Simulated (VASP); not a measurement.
Computed with r2SCAN meta-GGA, VASP's PBE PAW potentials (set 64) (plane waves; VASP).

Gaps are without spin-orbit coupling.

Q: Order these relaxed crystals by band gap, smallest first: BaTiO3, Amm2 (38); SiO2, P6_222 (180); MoCl6, P-31m (162); SrCl2, Fm-3m (225).

A: MoCl6, P-31m (162) (1.20 eV), BaTiO3, Amm2 (38) (2.56 eV), SrCl2, Fm-3m (225) (5.93 eV), SiO2, P6_222 (180) (6.29 eV)
